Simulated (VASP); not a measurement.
Runs of VASP 6.6.1 on HgTe (Coloradoite). The structure is cubic, space group F-43m (No. 216). The conventional cell has a = 6.429 Å, b = 6.429 Å, c = 6.429 Å, α = 90.00°, β = 90.00°, γ = 90.00°. Hg (site symmetry -43m) is surrounded by 4 Te at 2.78 Å. Te (site symmetry -43m) has 4 Hg at 2.78 Å as nearest neighbours. 

| task | level | cell | k mesh | cutoff (eV) | grid for exact exchange (PRECFOCK) | screening parameter | exchange at q = 0 | gap on the mesh (eV) | pressure (GPa) |
| --- | --- | --- | --- | --- | --- | --- | --- | --- | --- |
| relaxation of cell and atoms | PBEsol | relaxed | 10 × 10 × 10 | 600 | - | - | - | (a) | 0.0 |
| band structure | PBE | F-43m, 34.58 Å³/atom | 6 × 6 × 6 | 520 | Fast | - | - | - | (b) |
| band structure | HSE06 | F-43m, 34.58 Å³/atom | 6 × 6 × 6 | 520 | Fast | 0.2 1/A | - | - | 0.9 |
| band structure | PBE0 | F-43m, 34.58 Å³/atom | 6 × 6 × 6 | 520 | Fast | - | truncated | 0.32 | 0.8 |

Alike in all rows: potentials or basis VASP PAW PBE potentials, release 64 (Hg, Te); no spin polarisation; smearing gaussian 0.03 eV.

**Question.** Fill in the values left out.

**Answer.** (a) none; (b) 2.6.

Caveats: the PAW data sets were made with another functional, which shifts forces and pressure a little (some runs); spin-orbit coupling is left out, which moves the levels of the heavy elements (some runs).

A k mesh can miss the band edges, and the runs leave out spin-orbit coupling on Hg, Te.
